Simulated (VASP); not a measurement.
Given:

```
In32P31S
1.0
   11.99952     0.00000     0.00000
    0.00000    11.99952     0.00000
    0.00000     0.00000    11.99952
In P S
32 31 1
Direct
  0.49943   0.99993   0.99985
  0.74982   0.25010   0.99920
  0.74976   0.99914   0.24992
  0.00017   0.99978   0.99975
  0.24960   0.24952   0.99952
  0.50001   0.50004   0.99882
  0.75045   0.75022   0.99954
  0.24980   0.00007   0.24938
  0.49486   0.24599   0.24532
  0.75461   0.50543   0.24548
  0.50006   0.99899   0.49993
  0.75476   0.24490   0.50400
  0.75060   0.99997   0.75039
  0.00004   0.50058   0.99973
  0.24980   0.75029   0.99982
  0.00094   0.25019   0.24996
  0.24880   0.50006   0.24998
  0.49993   0.75110   0.25002
  0.00037   0.99953   0.50040
  0.24884   0.24996   0.50003
  0.49513   0.50462   0.50485
  0.74995   0.75108   0.50002
  0.24980   0.99977   0.75023
  0.50022   0.25013   0.75096
  0.74994   0.49976   0.75085
  0.00022   0.75052   0.24955
  0.00097   0.49981   0.50003
  0.24975   0.75010   0.50052
  0.99999   0.24939   0.75024
  0.24961   0.50049   0.75029
  0.49958   0.75038   0.75017
  0.00021   0.75021   0.75028
  0.62583   0.12544   0.12526
  0.87467   0.37412   0.12518
  0.87536   0.12460   0.37355
  0.12483   0.12502   0.12487
  0.37454   0.37637   0.12463
  0.62375   0.62528   0.12480
  0.87480   0.87515   0.12484
  0.37503   0.12521   0.37618
  0.87525   0.62534   0.37627
  0.62395   0.12500   0.62478
  0.87476   0.37585   0.62464
  0.87495   0.12517   0.87533
  0.12475   0.62527   0.12486
  0.37490   0.87513   0.12492
  0.12497   0.37500   0.37504
  0.37494   0.62501   0.37388
  0.62502   0.87498   0.37497
  0.12485   0.12484   0.62516
  0.37478   0.37382   0.62516
  0.62607   0.62498   0.62506
  0.87504   0.87505   0.62515
  0.37510   0.12498   0.87474
  0.62518   0.37499   0.87501
  0.87494   0.62488   0.87468
  0.12532   0.87506   0.37490
  0.12477   0.62496   0.62507
  0.37490   0.87517   0.62492
  0.12464   0.37504   0.87492
  0.37491   0.62514   0.87492
  0.62501   0.87517   0.87500
  0.12500   0.87502   0.87500
  0.62488   0.37547   0.37494
```
Cell charge +1.

The numbers are results of HSE06 screened hybrid, VASP's PBE PAW potentials (set 64) (plane waves; VASP), not measurements. Numerical set-up: PREC = Normal, LREAL = Auto, ISYM = 0, NELECT = 256.0, EDIFF = 1E-5, 400 eV cut-off, 1×1×1 Γ-centred mesh, Gaussian smearing of 0.050 eV, potentials In P S.

The cell is charged, with a uniform compensating background. The supercell is sampled at Γ alone, which is coarse: total energies, pressure and levels can be off, energies of defects by several tenths of an eV.

Question: Predict the energy per atom (σ→0).

Answer: 
- energy per atom (σ→0): -4.981 eV/atom

The absolute energy has meaning only against runs of the same code, potentials and settings.

The cell is a supercell with a defect, built from InP (zinc blende): S_P, charge +1. The cell's shape comes from a PBE relaxation. The run is not spin-polarised, so no state with unpaired spins was tried.
